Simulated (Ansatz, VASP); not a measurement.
# Tc (linear Tc chain) in two plane-wave programs, part 2 of 2

Wanted: the spread between two codes on one cell, functional and k mesh. The structure shown is the end of the Ansatz relaxation below.

VASP 6.6.1 and Ansatz 0.2.0.

So far: Starting point; Ansatz: relaxation, LDA; VASP: single point, LDA; Side by side; Ansatz: relaxation, PBE.

**6. VASP: single point, PBE**

Level of this step: PBE, zero-moment start; plane waves and PAW (Tc_pv) (VASP).

The same cell, functional, mesh and smearing now go to VASP, with its own data sets.

The input, INCAR:

```
SYSTEM = Tc
PREC = Accurate
ENCUT = 500
EDIFF = 1E-06
NELM = 200
ISMEAR = -1
SIGMA = 0.05
LREAL = .FALSE.
ALGO = Normal
GGA = PE
NBANDS = 13
ISPIN = 2
MAGMOM = 0
LASPH = .TRUE.
LMAXMIX = 4
LORBIT = 11
LWAVE = .FALSE.
LCHARG = .FALSE.
ISIF = 2
GGA_COMPAT = .FALSE.
KPAR = 2
```

The input, POSCAR:

```
Tc
1.0
    7.5000000000      0.0000000000      0.0000000000
    0.0000000000      7.5000000000      0.0000000000
    0.0000000000      0.0000000000      2.1711591866
Tc
1
Direct
    0.5000000000      0.5000000000      0.0000000000
```

The input, KPOINTS:

```
Automatic mesh
0
Gamma
1 1 30
0 0 0
```

PAW data sets: Tc_pv (PBE family, release 64).

Started as:

```
mpirun -np 2 vasp_std
```

Numbers of over 12 decimals in the logs are rounded to 6 here.

The program printed:

```text
[banner, memory and clock lines left out]
running    2 mpi-ranks, on    1 nodes
[...]
LDA part: xc-table for (Slater+PW92), standard interpolation
 POSCAR, INCAR and KPOINTS ok, starting setup
[...]
entering main loop
       N       E                     dE             d eps       ncg     rms          rms(c)
DAV:   1     0.914093461679E+02    0.91409E+02   -0.65717E+03  1168   0.702E+02
DAV:   2    -0.423298831010E+01   -0.95642E+02   -0.92124E+02   997   0.180E+02
DAV:   3    -0.622837630295E+01   -0.19954E+01   -0.19238E+01   988   0.325E+01
DAV:   4    -0.624289868010E+01   -0.14522E-01   -0.14506E-01   867   0.288E+00
[...]
DAV:  13    -0.608632601711E+01   -0.13714E-04   -0.42802E-06   816   0.940E-03    0.318E-03
DAV:  14    -0.608632723028E+01   -0.12132E-05   -0.22372E-06   768   0.702E-03    0.966E-04
DAV:  15    -0.608632708911E+01    0.14117E-06   -0.16383E-07   628   0.266E-03
   1 F= -.60863271E+01 E0= -.60799205E+01  d E =-.128131E-01  mag=     0.0000
```

From OUTCAR (step 6):

```text
  Total       -0.2115687     -0.2115687     -0.2271086      0.0000000     -0.0000000     -0.0000000
  in kB       -2.7755424     -2.7755424     -2.9794081      0.0000000     -0.0000000     -0.0000000
  external PRESSURE =      -2.8434976 kB  Pullay stress =       0.0000000 kB

  FREE ENERGIE OF THE ION-ELECTRON SYSTEM (eV)
  ---------------------------------------------------
  free  energy   TOTEN  =        -6.0863270891 eV

  energy  without entropy=       -6.0735139625  energy(sigma->0) =       -6.07992053

 magnetization (x)
# of ion       s       p       d       tot
------------------------------------------
    1       -0.000  -0.000  -0.000  -0.000

[... 2 parts as in an earlier step ...]

[... 2 further parts left out ...]
[key lines of the parts left out:]
E-fermi :  -2.7565
```

**7. Differences**

What differs besides the data sets and the points named for the pairs above, as far as they apply: the data sets hold 15 valence electrons in Ansatz (on norm-conserving files, of PseudoDojo where its log says so) and 13 in VASP; the cutoff is 1142.88 eV in Ansatz and 500 eV in VASP. Total energies have different zeros and are not compared.

Compared:

```csv
quantity,Ansatz,VASP,difference
pressure (GPa),-0.15,-0.28,+0.13
```

**8. Ansatz: relaxation, r2SCAN**

This run makes the geometry at which the two programs are then compared. The cell compared in this pair holds 127.60 Å³, against 122.13 Å³ for the pair before.

The structure compared here is the end of the Ansatz relaxation.

The input, input.yaml:

```yaml
crystal:
  lattice:
    - [7.5, 0.0, 0.0]
    - [0.0, 7.5, 0.0]
    - [0.0, 0.0, 2.7342]
  atoms:
    - { symbol: Tc, position: [0.5, 0.5, 0.0], spin: 2.0 }
magnetization:
  spin_polarized: true
kpoints:
  mp_grid: { grid: [1, 1, 30] }
scf:
  occupations: { method: fermi_dirac, width: 0.05 }
hamiltonian:
  xc: r2scan
relax:
  cell: { fix: [a, b, alpha, beta, gamma] }
  max_steps: 60
```

Started as:

```
ansatz run input.yaml --threads 4 --pin off --max-ram 8192MiB --backend cpu --events-out ev --progress --plain --runs-dir out
```

The program printed:

```text
[...]
Crystal: 1 atoms, lattice volume = 153.799 Å³
Basis set: ecut = 500 eV, 3865 PW (Γ), exchange–correlation on 240×240×80 points (64 copies of the dense FFT grid, shifted against one another)
Bands: 13, of which v1, the nominal top of the filled ones, is band 8 counted from 1 (7 counted from 0)
Symmetry: 16 space group operations
[...]
-0.271822       0.000000       0.000000
        0.000000      -0.271822       0.000000
        0.000000       0.000000       0.039895
  P = ⅓ Tr σ = -0.1679 GPa (-1.679 kbar)
--- Relaxed structure (8 steps of the walk, 7 accepted, 1 SCFs on fresh bases) ---
[...]
cell:  # Å, volume = 127.6049 Å³
    - [7.5, 0.0, 0.0]
    - [0.0, 7.5, 0.0]
    - [0.0, 0.0, 2.268532]
  atoms:
    - { symbol: Tc, position: [0.5, 0.5, 0.0] }
[key lines of the parts left out:]
SCF converged after 11 iterations
Magnetization: 2.1983 μB (8.5992 up, 6.4008 down)
Free energy (F): -5405.096495 eV
Fermi energy:    -1.456256 eV
```

**9. VASP: single point, r2SCAN**

The same cell, functional, mesh and smearing now go to VASP, with its own data sets.

The input, INCAR:

```
SYSTEM = Tc
PREC = Accurate
ENCUT = 550
EDIFF = 1E-06
NELM = 200
ISMEAR = -1
SIGMA = 0.05
LREAL = .FALSE.
ALGO = Normal
METAGGA = R2SCAN
LASPH = .TRUE.
NBANDS = 14
ISPIN = 2
MAGMOM = 1.42
LMAXMIX = 4
LORBIT = 11
LWAVE = .FALSE.
LCHARG = .FALSE.
ISIF = 2
GGA_COMPAT = .FALSE.
LMIXTAU = .TRUE.
KPAR = 2
```

POSCAR, as its differences from that of step 6:

```diff
@@ -4,3 +4,3 @@
     0.0000000000      7.5000000000      0.0000000000
-    0.0000000000      0.0000000000      2.1711591866
+    0.0000000000      0.0000000000      2.2685316755
 Tc
```

KPOINTS is that of step 6.

Started as:

```
mpirun -np 2 vasp_std
```

The program printed:

```text
[banner, memory and clock lines left out]
running    2 mpi-ranks, on    1 nodes
[...]
[... a notice as in an earlier step ...]

 LDA part: xc-table for (None), standard interpolation
 POSCAR, INCAR and KPOINTS ok, starting setup
[...]
entering main loop
       N       E                     dE             d eps       ncg     rms          rms(c)
DAV:   1     0.736184454080E+02    0.73618E+02   -0.66204E+03  1208   0.691E+02
DAV:   2    -0.249297052997E+02   -0.98548E+02   -0.94388E+02  1052   0.176E+02
DAV:   3    -0.270698428631E+02   -0.21401E+01   -0.20190E+01  1064   0.322E+01
DAV:   4    -0.270849004940E+02   -0.15058E-01   -0.15038E-01  1004   0.294E+00
[...]
DAV:  33    -0.214542075886E+02    0.40554E-05   -0.67420E-06   902   0.198E-02    0.364E-04
DAV:  34    -0.214542112541E+02   -0.36656E-05   -0.56417E-06   902   0.184E-02    0.147E-04
DAV:  35    -0.214542113722E+02   -0.11806E-06   -0.10209E-06   868   0.880E-03
   1 F= -.21454211E+02 E0= -.21449693E+02  d E =-.903592E-02  mag=     2.1982
```

Parts of OUTCAR (step 9):

```text
  Total       -0.2242183     -0.2242183      0.0633052      0.0000000      0.0000000     -0.0000000
  in kB       -2.8152320     -2.8152320      0.7948454      0.0000000      0.0000000     -0.0000000
  external PRESSURE =      -1.6118729 kB  Pullay stress =       0.0000000 kB

 POSITION                                       TOTAL-FORCE (eV/Angst)
 -----------------------------------------------------------------------------------
      3.75000      3.75000      0.00000         0.000000      0.000000      0.000000
 -----------------------------------------------------------------------------------
    total drift:                                0.000000      0.000000     -0.000000

  FREE ENERGIE OF THE ION-ELECTRON SYSTEM (eV)
  ---------------------------------------------------
  free  energy   TOTEN  =       -21.4542113722 eV

  energy  without entropy=      -21.4451754565  energy(sigma->0) =      -21.44969341

 magnetization (x)
# of ion       s       p       d       tot
------------------------------------------
    1        0.070   0.019   1.789   1.878

[... 3 further parts left out ...]
[key lines of the parts left out:]
E-fermi :  -2.5496
```

SCAN-type functionals tend to overstate the moments of itinerant magnets.

**10. Differences**

What differs besides the data sets and the points named for the pairs above, as far as they apply: VASP starts from the moments at which Ansatz ended; VASP keeps PBE cores, Ansatz makes them for the functional; the data sets hold 15 valence electrons in Ansatz (on its default PAW (the set named soft_2) files) and 13 in VASP; the cutoff is 500 eV in Ansatz and 550 eV in VASP; site moments are counted in spheres of each program's own size. Total energies have different zeros and are not compared.

Both answers:

```csv
quantity,Ansatz,VASP,difference
pressure (GPa),-0.17,-0.16,-0.01
total moment (μB),2.20,2.20,0.00
moment on Tc1 (μB),1.43,1.88,-0.45
```

**11. Summary of results**

```json
{"difference in pressure (single point, LDA)": "0.086 GPa", "difference in pressure (single point, PBE)": "0.13 GPa", "difference in total moment (single point, r2SCAN)": "1.2e-4 μB"}
```

**Reading.** The difference in pressure is 0.13 GPa (single point, PBE), within the 1 GPa picked in this series as the mark of a large difference. The data sets hold unlike numbers of valence electrons (15 in Ansatz and 13 in VASP), so part of the differences comes from the potentials. 1 further run of this series is not shown here. Such differences can come from data sets, numerical settings and the points named under the comparisons, not from the functional's error against experiment.

[Lines on the potential files, build, host, timing and source positions are cut from VASP's logs without a mark.]

[Logs are printed without paths, hosts, clocks, repeated set-up lines and the standing remarks that a program may print on its own settings, such as how far it seeks lower states.]

[Hosts, paths, dates, database ids (printed as entryN), source tags and the programs' standing remarks are cut or masked in the printed files.]
